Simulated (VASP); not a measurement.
Consider the following.

```
CELL_PARAMETERS angstrom
      0.00000     1.91156     1.91156
      1.91156     0.00000     1.91156
      7.63550     7.63550     0.01073
ATOMIC_POSITIONS crystal
  Rh 0.99264 0.99264 0.00552
  Rh 0.00736 0.00736 0.24448
  Pd 0.00513 0.00513 0.49615
  Pd 0.99487 0.99487 0.75385
```

These are PBEsol GGA, VASP's PBE PAW potentials (set 64) (plane waves; VASP) values and carry that method's errors. Run with 400 eV cut-off, 15×15×4 Γ-centred mesh, tetrahedra with Blöchl corrections, potentials Rh_pv Pd.

The cores are frozen, which limits the accuracy of field gradients.

Problem. Give the principal components of the electric field gradient (V/Å²) and the asymmetry η at each nucleus.

Solution. 
```tsv
atom	Vxx	Vyy	Vzz	η
Rh1	-5.6	-5.6	11.2	0.00
Rh2	-5.6	-5.6	11.2	0.00
Pd3	-10.6	-10.6	21.1	0.00
Pd4	-10.6	-10.6	21.1	0.00
```

The structure was generated: Pd2Rh2 was put into an ordered model structure (R-3m), which need not be its known phase. It was relaxed first.
